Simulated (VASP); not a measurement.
# BiB (I-4m2) in VASP: single point with PBE

Aim: the single point of BiB with PBE.

All numbers are computed with VASP 6.6.1; they aren't measurements. Logs are shortened: lines on timing, memory, paths and dates and some standing lists are left out, and cuts for length are marked.

## Step 1: The cell of the first run

It takes space group I-4m2 (No. 119, tetragonal). The conventional cell has a = 3.670 Å, b = 3.670 Å, c = 5.675 Å, α = 90.00°, β = 90.00°, γ = 90.00°. Around B (site symmetry -4m2) lie 4 Bi at 2.32 Å. Around Bi (site symmetry -4m2) lie 4 B at 2.32 Å.

The cell was built by a generator and needn't be a form met in nature.

## Step 2: Single point, PBE (epitaxial_xy strain -5.5%)

Input file INCAR:

```
SYSTEM = BiB
PREC = Accurate
ENCUT = 520
EDIFF = 1E-6
ISMEAR = -1
SIGMA = 0.02
LREAL = .False.
LASPH = .True.
NELM = 100
ALGO = Fast
ISIF = 2
LWAVE = .False.
LCHARG = .True.
GGA = PE
LELF = .True.
LVHAR = .True.
NBANDS = 16
```

Input file KPOINTS:

```
Automatic mesh
0
Gamma
  8 8 8
  0 0 0
```

Input file POSCAR:

```
BiB
1.0
    0.0000000000      2.5950043228      2.8373251947
    2.5950043228      0.0000000000      2.8373251947
    2.5950043228      2.5950043228      0.0000000000
B Bi
1 1
Direct
    0.0000000000      0.0000000000      0.0000000000
    0.2500000000      0.2500000000      0.2500000000
```

Potentials or basis: VASP PAW PBE potentials, release 64 (B, Bi_d).

Command:

```
$ cat potpaw_PBE.64/B/POTCAR potpaw_PBE.64/Bi_d/POTCAR > POTCAR
$ mpirun -np 1 vasp_std > vasp.out
```

OUTCAR:

```text
SYSTEM = BiB
   PREC = Accurate
   ENCUT = 520
   EDIFF = 1E-6
   ISMEAR = -1
   LREAL = .False.
   LASPH = .True.
   NELM = 100
   ISIF = 2
   GGA = PE

 ion  position               nearest neighbor table
   1  0.000  0.000  0.000-   2 2.32   2 2.32   2 2.32   2 2.32
   2  0.250  0.250  0.250-   1 2.32   1 2.32   1 2.32   1 2.32

  LATTYP: Found a body centered tetragonal cell.
 ALAT       =     3.6698903077
 C/A-ratio  =     1.5462724805

  Lattice vectors:

 A1 = (  -2.5950043228,   0.0000000000,   2.8373251947)
 A2 = (   2.5950043228,   0.0000000000,   2.8373251947)
 A3 = (   0.0000000000,   2.5950043228,  -2.8373251947)

Analysis of symmetry for initial positions (statically):
=====================================================================
 Subroutine PRICEL returns:
 Original cell was already a primitive cell.

 Routine SETGRP: Setting up the symmetry group for a
 body centered tetragonal supercell.

 Subroutine GETGRP returns: Found  8 space group operations
 (whereof  8 operations were pure point group operations)
 out of a pool of 16 trial point group operations.

The static configuration has the point symmetry D_2d.

Analysis of symmetry for dynamics (positions and initial velocities):
=====================================================================
 Subroutine PRICEL returns:
 Original cell was already a primitive cell.

 Routine SETGRP: Setting up the symmetry group for a
 body centered tetragonal supercell.

 Subroutine GETGRP returns: Found  8 space group operations
 (whereof  8 operations were pure point group operations)
 out of a pool of 16 trial point group operations.

The dynamic configuration has the point symmetry D_2d.

 Subroutine INISYM returns: Found  8 space group operations
 (whereof  8 operations are pure point group operations),
 and found     1 'primitive' translations

----------------------------------------------------------------------------------------

                                     Primitive cell

  volume of cell :      38.2134

  direct lattice vectors                    reciprocal lattice vectors
     0.000000000  2.595004323  2.837325195    -0.192677906  0.192677906  0.176222310
     2.595004323  0.000000000  2.837325195     0.192677906 -0.192677906  0.176222310
     2.595004323  2.595004323  0.000000000     0.192677906  0.192677906 -0.176222310

  length of vectors
     3.845056787  3.845056787  3.669890308     0.324505553  0.324505553  0.324505553

  position of ions in fractional coordinates (direct lattice)
     0.000000000  0.000000000  0.000000000
     0.250000000  0.250000000  0.250000000

  ion indices of the primitive-cell ions
   primitive index   ion index
                 1           1
                 2           2

----------------------------------------------------------------------------------------

 KPOINTS: Automatic mesh

Automatic generation of k-mesh.
 Grid dimensions read from file:
 generate k-points for:    8    8    8

 Generating k-lattice:

  Cartesian coordinates                     Fractional coordinates (reciprocal lattice)
    -0.024084738  0.024084738  0.022027789     0.125000000  0.000000000  0.000000000
     0.024084738 -0.024084738  0.022027789     0.000000000  0.125000000  0.000000000
     0.024084738  0.024084738 -0.022027789    -0.000000000 -0.000000000  0.125000000

  Length of vectors
     0.040563194  0.040563194  0.040563194

  Shift w.r.t. Gamma in fractional coordinates (k-lattice)
     0.000000000  0.000000000  0.000000000

 Subroutine IBZKPT returns following result:
 ===========================================

 Found     59 irreducible k-points:

 Following reciprocal coordinates:
            Coordinates               Weight
  0.000000  0.000000  0.000000      1.000000
  0.125000  0.000000  0.000000      8.000000
  0.250000  0.000000  0.000000      8.000000
  0.375000 -0.000000  0.000000      8.000000
  0.500000  0.000000  0.000000      4.000000
  0.125000  0.125000  0.000000      2.000000
[... 16 lines left out ...]
  0.250000  0.000000  0.125000     16.000000
  0.375000  0.000000  0.125000     16.000000
 [... further k-points ...]
   k-points           NKPTS =     59   k-points in BZ     NKDIM =     59   number of bands    NBANDS=     16
   number of dos      NEDOS =    301   number of ions     NIONS =      2
   total plane-waves  NPLWV =  25200
   dimension x,y,z NGX =    30 NGY =   30 NGZ =   28
   dimension x,y,z NGXF=    60 NGYF=   60 NGZF=   56
   ions per type =               1   1
   NGX,Y,Z   is equivalent  to a cutoff of  12.97, 12.97, 12.68 a.u.
   NGXF,Y,Z  is equivalent  to a cutoff of  25.94, 25.94, 25.37 a.u.
 SYSTEM =  BiB
   PREC   = accura    normal or accurate (medium, high low for compatibility)
   ISTART =      0    job   : 0-new  1-cont  2-samecut
   ICHARG =      2    charge: 1-file 2-atom 10-const
   ISPIN  =      1    spin polarized calculation?
   LNONCOLLINEAR =      F non collinear calculations
   LSORBIT =      F    spin-orbit coupling
   LASPH  =      T    aspherical Exc in radial PAW
   ENCUT  =  520.0 eV  38.22 Ry    6.18 a.u.   7.15  7.15  6.82*2*pi/ulx,y,z
   NELM   =    100;   NELMIN=  2; NELMDL= -5     # of ELM steps
   EDIFF  = 0.1E-05   stopping-criterion for ELM
   LREAL  =      F    real-space projection
   EDIFFG = 0.1E-04   stopping-criterion for IOM
   NSW    =      0    number of steps for IOM
   IBRION =     -1    ionic relax: 0-MD 1-quasi-New 2-CG
   NFREE  =      0    steps in history (QN), initial steepest desc. (CG)
   ISIF   =      2    stress and relaxation
   ISYM   =      2    0-nonsym 1-usesym 2-fastsym
   POTIM  = 0.5000    time-step for ionic-motion
   TEBEG  =    0.0;   TEEND  =   0.0 temperature during run
   PSTRESS=    0.0 pullay stress
   NELECT =      18.0000    total number of electrons
   NUPDOWN=      -1.0000    fix difference up-down
   EMIN   =  10.00;   EMAX   =-10.00  energy-range for DOS
   EFERMI =   0.00;   METHOD = LEGACY
   ISMEAR =    -1;   SIGMA  =   0.02  broadening in eV -4-tet -1-fermi 0-gaus
   EFERMI_NEDOS =   21; number of points for ismear=-14 and -15
   IALGO  =     68    algorithm
   IMIX   =      4    mixing-type and parameters
     AMIX     =   0.40;   BMIX     =  1.00
     AMIX_MAG =   1.60;   BMIX_MAG =  1.00
  volume/ion in A,a.u.               =      19.11       128.94
  Fermi-wavevector in a.u.,A,eV,Ry     =   1.273778  2.407092 22.075611  1.622512
  Thomas-Fermi vector in A             =   2.406583
   LORBIT       =      0    0 simple, 1 ext, 2 COOP (PROOUT), +10 PAW based schemes
   GGA     = PE    functional components
   LHFCALC =     F    Hartree Fock is set to
   AEXX    =    0.0000 exact exchange contribution
   IVDW    =     0    specifies the selected vdW correction
   LEPSILON=     F    determine dielectric tensor
   LRPA    =     F    only Hartree local field effects (RPA)
 non-spin polarized calculation
 RMM-DIIS sequential band-by-band and
  energy-cutoff  :      520.00
  volume of cell :       38.21
 maximum number of plane-waves:      1046
 NGX is ok and might be reduce to    30
   NGX = 15   NGY = 15   NGZ = 13

 number of electron      18.0000000 magnetization

 Free energy of the ion-electron system (eV)
  ---------------------------------------------------
  ext. energy  EPLUGINS =         0.00000000
  ---------------------------------------------------
  free energy    TOTEN  =        -8.82498437 eV

  energy without entropy =       -8.82486878  energy(sigma->0) =       -8.82492657

 E-fermi :   8.4301     XC(G=0): -10.4040

 val. band max:        8.3868571418   @ k =   0.0000   0.0000   0.0000
 cond. band min:       8.4882562348   @ k =   0.3750   0.0000   0.3750
 fundamental gap:      0.1013990930
 Fermi energy:         8.4300602033

 k-point     1 :       0.0000    0.0000    0.0000
  band No.  band energies     occupation
      1     -15.2262      2.00000
      2     -15.1675      2.00000
      3     -15.1674      2.00000
      4     -15.0787      2.00000
      5     -15.0772      2.00000
      6      -6.6625      2.00000
[... 8 lines left out ...]
     15      17.6154      0.00000
     16      18.5752      0.00000

 k-point     2 :       0.1250    0.0000    0.0000
  band No.  band energies     occupation
      1     -15.2169      2.00000
      2     -15.1668      2.00000
      3     -15.1604      2.00000
      4     -15.0790      2.00000
      5     -15.0760      2.00000
      6      -6.4431      2.00000
[... 8 lines left out ...]
     15      17.1570      0.00000
     16      18.5864      0.00000

 k-point     3 :       0.2500    0.0000    0.0000
  band No.  band energies     occupation
      1     -15.1987      2.00000
      2     -15.1667      2.00000
      3     -15.1469      2.00000
      4     -15.0795      2.00000
      5     -15.0641      2.00000
      6      -5.8086      2.00000
[... 8 lines left out ...]
     15      17.7805      0.00000
     16      17.9813      0.00000

 k-point     4 :       0.3750   -0.0000    0.0000
  band No.  band energies     occupation
      1     -15.1868      2.00000
      2     -15.1684      2.00000
      3     -15.1409      2.00000
      4     -15.0723      2.00000
      5     -15.0444      2.00000
      6      -4.8977      2.00000
[... 8 lines left out ...]
     15      18.5873      0.00000
     16      18.9722      0.00000

 k-point     5 :       0.5000    0.0000    0.0000
  band No.  band energies     occupation
      1     -15.1836      2.00000
      2     -15.1695      2.00000
      3     -15.1408      2.00000
      4     -15.0670      2.00000
      5     -15.0343      2.00000
      6      -4.3235      2.00000
[... 8 lines left out ...]
     15      19.4623      0.00000
     16      20.0152      0.00000

 k-point     6 :       0.1250    0.1250    0.0000
  band No.  band energies     occupation
      1     -15.2319      2.00000
      2     -15.1536      2.00000
      3     -15.1535      2.00000
      4     -15.0827      2.00000
      5     -15.0732      2.00000
      6      -6.4022      2.00000
[... 8 lines left out ...]
     15      16.1715      0.00000
     16      20.0587      0.00000

 k-point     7 :       0.2500    0.1250    0.0000
  band No.  band energies     occupation
      1     -15.2272      2.00000
      2     -15.1445      2.00000
      3     -15.1384      2.00000
      4     -15.0811      2.00000
      5     -15.0702      2.00000
      6      -5.9339      2.00000
[... 8 lines left out ...]
     15      17.7806      0.00000
     16      19.4659      0.00000

 k-point     8 :       0.3750    0.1250    0.0000
  band No.  band energies     occupation
      1     -15.2095      2.00000
      2     -15.1473      2.00000
      3     -15.1295      2.00000
      4     -15.0661      2.00000
      5     -15.0660      2.00000
      6      -5.1137      2.00000
[... 8 lines left out ...]
     15      18.0426      0.00000
     16      19.4833      0.00000

 k-point     9 :       0.5000    0.1250    0.0000
  band No.  band energies     occupation
      1     -15.1927      2.00000
      2     -15.1560      2.00000
      3     -15.1297      2.00000
      4     -15.0654      2.00000
      5     -15.0473      2.00000
      6      -4.2948      2.00000
[... 8 lines left out ...]
     15      18.9849      0.00000
     16      19.7637      0.00000
[... 172 lines left out ...]
 k-point    19 :       0.5000    0.3750    0.0000
  band No.  band energies     occupation
      1     -15.2495      2.00000
      2     -15.1059      2.00000
      3     -15.0815      2.00000
      4     -15.0786      2.00000
      5     -15.0549      2.00000
      6      -3.8641      2.00000
[... 8 lines left out ...]
     15      21.6108      0.00000
     16      21.9379      0.00000

 k-point    20 :      -0.3750    0.3750    0.0000
  band No.  band energies     occupation
      1     -15.2222      2.00000
      2     -15.1095      2.00000
      3     -15.0841      2.00000
      4     -15.0823      2.00000
      5     -15.0675      2.00000
      6      -3.5682      2.00000
[... 8 lines left out ...]
     15      20.1071      0.00000
     16      21.1246      0.00000

 k-point    21 :       0.5000    0.5000    0.0000
  band No.  band energies     occupation
      1     -15.2635      2.00000
      2     -15.1110      2.00000
      3     -15.0706      2.00000
      4     -15.0706      2.00000
      5     -15.0500      2.00000
      6      -3.6748      2.00000
[... 8 lines left out ...]
     15      21.8384      0.00000
     16      22.6088      0.00000

 k-point    22 :       0.1250    0.0000    0.1250
  band No.  band energies     occupation
      1     -15.2037      2.00000
      2     -15.1767      2.00000
      3     -15.1556      2.00000
      4     -15.0854      2.00000
      5     -15.0708      2.00000
      6      -6.3531      2.00000
[... 8 lines left out ...]
     15      16.9013      0.00000
     16      18.4879      0.00000

 k-point    23 :       0.2500    0.0000    0.1250
  band No.  band energies     occupation
      1     -15.1854      2.00000
      2     -15.1761      2.00000
      3     -15.1431      2.00000
      4     -15.0918      2.00000
      5     -15.0602      2.00000
      6      -5.8388      2.00000
[... 8 lines left out ...]
     15      17.4641      0.00000
     16      19.0377      0.00000

 k-point    24 :       0.3750    0.0000    0.1250
  band No.  band energies     occupation
      1     -15.1827      2.00000
      2     -15.1618      2.00000
      3     -15.1370      2.00000
      4     -15.0881      2.00000
      5     -15.0441      2.00000
      6      -4.9898      2.00000
[... 8 lines left out ...]
     15      18.1171      0.00000
     16      19.7985      0.00000

 [... further k-points ...]

------------------------ aborting loop because EDIFF is reached ----------------------------------------

  FORCE on cell =-STRESS in cart. coord.  units (eV):
  Direction    XX          YY          ZZ          XY          YZ          ZX
  --------------------------------------------------------------------------------------
  -------------------------------------------------------------------------------------
  Total        2.8943014      2.8943014      0.4087836      0.0000000      0.0000000      0.0000000
  in kB      121.3497977    121.3497977     17.1391303      0.0000000      0.0000000      0.0000000
  external PRESSURE =      86.6129085 kB  Pullay stress =       0.0000000 kB

 VOLUME and BASIS-vectors are now :
 -----------------------------------------------------------------------------
  energy-cutoff  :      520.00
  volume of cell :       38.21
      direct lattice vectors                 reciprocal lattice vectors
     0.000000000  2.595004323  2.837325195    -0.192677906  0.192677906  0.176222310
     2.595004323  0.000000000  2.837325195     0.192677906 -0.192677906  0.176222310
     2.595004323  2.595004323  0.000000000     0.192677906  0.192677906 -0.176222310

 POSITION                                       TOTAL-FORCE (eV/Angst)
 -----------------------------------------------------------------------------------
      0.00000      0.00000      0.00000        -0.000000     -0.000000      0.000000
      1.29750      1.29750      1.41866         0.000000      0.000000     -0.000000
 -----------------------------------------------------------------------------------
    total drift:                                0.000002      0.000002     -0.000006

  FREE ENERGIE OF THE ION-ELECTRON SYSTEM (eV)
  ---------------------------------------------------
  free  energy   TOTEN  =        -8.8249843699 eV

  energy  without entropy=       -8.8248687800  energy(sigma->0) =       -8.82492657
```

Wall time 22 s (1 thread of Intel Xeon 6975P-C (Granite Rapids), shared host); peak memory 0.18 GiB.

What came out:

| Quantity | Value |
| --- | --- |
| Free energy | -8.8250 eV |
| Pressure | 8.7 GPa |
| Band gap on the k mesh | 0.10 eV, indirect (least direct gap 0.55 eV) |

Caveat: spin-orbit coupling is left out, which as a rule narrows the gap of such compounds by several tenths of an eV. A k mesh can miss the band edges.
